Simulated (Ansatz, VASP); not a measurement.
# EuMo: VASP beside Ansatz

INCAR

```
PREC = Accurate
ENCUT = 520
EDIFF = 1E-6
ISMEAR = -1
SIGMA = 0.05
LREAL = F
LASPH = T
NELM = 150
ALGO = Normal
ISIF = 2
LWAVE = F
LCHARG = F
ISPIN = 2
MAGMOM = 8.5 2.5
LORBIT = 11
LMAXMIX = 6
METAGGA = R2SCAN
LMIXTAU = T
NBANDS = 26
```

Contents of KPOINTS:

```
regular mesh
0
Gamma
  6 6 6
```

The input POSCAR:

```
EuMo
1.0
    3.5314500000      0.0000000000      0.0000000000
    0.0000000000      3.5314500000      0.0000000000
    0.0000000000      0.0000000000      3.5314500000
Eu Mo
1 1
Direct
    0.5000000000      0.5000000000      0.5000000000
    0.0000000000      0.0000000000      0.0000000000
```

The input input.yaml:

```yaml
crystal:
  lattice:
    - [3.53145, 0.0, 0.0]
    - [0.0, 3.53145, 0.0]
    - [0.0, 0.0, 3.53145]
  atoms:
    - { symbol: Eu, position: [0.5, 0.5, 0.5], spin: 8.5 }
    - { symbol: Mo, position: [0.0, 0.0, 0.0], spin: 2.5 }
hamiltonian:
  xc: r2scan
  pseudopotentials: { kind: paw }
magnetization:
  spin_polarized: true
kpoints:
  mp_grid: { grid: [6, 6, 6] }
scf:
  occupations: { method: fermi_dirac, width: 0.05 }
output:
  forces: true
  stress: true
  eigenvalues: true
```

The cell was built by a generator and needn't be a form met in nature.

Alike in both runs: task single point; functional r2SCAN; k mesh 6 × 6 × 6; occupations fermi-dirac, width 0.05 eV; collinear spin, ferromagnetic start.

```csv
,VASP,Ansatz
version,VASP 6.6.1,Ansatz 0.2.0
potentials or method,"VASP PAW PBE potentials, release 64 (Eu, Mo_sv)",Ansatz PAW
plane-wave cutoff (eV),520,500
valence electrons in the cell,31,31
```

|  | VASP | Ansatz | Ansatz less VASP |
| --- | --- | --- | --- |
| gap on the k mesh at the Fermi level (eV) | none | none | - |
| pressure (GPa) | 5.1 | 6.0 | +0.86 |
| net moment per atom (μB) | 4.47 | 2.05 | -2.418 |
| size of the moment on the site where the two differ most (μB) | 1.70 | 2.24 | +0.544 |

The net moments differ so much that the two runs ended in different magnetic states, which moves the other rows too. Site moments also hang on the region over which each program counts them. A gap of «none» marks a metal or a gap that the smearing closes.

Caveats: spin-orbit coupling is left out, which moves the levels of the heavy elements; without U or exact exchange the open f shell lies at the Fermi level, which spoils levels, moments and volumes; the PAW data sets were made with another functional, which shifts forces and pressure a little (VASP); the magnetic or orbital state may not be the lowest (Ansatz); the PAW data sets come from PBE, with cores solved anew for the run's functional, which leaves a small shift of forces and pressure (Ansatz); the starting moments weren't kept (Ansatz). The state reached can hang on the start; a lower one may exist.
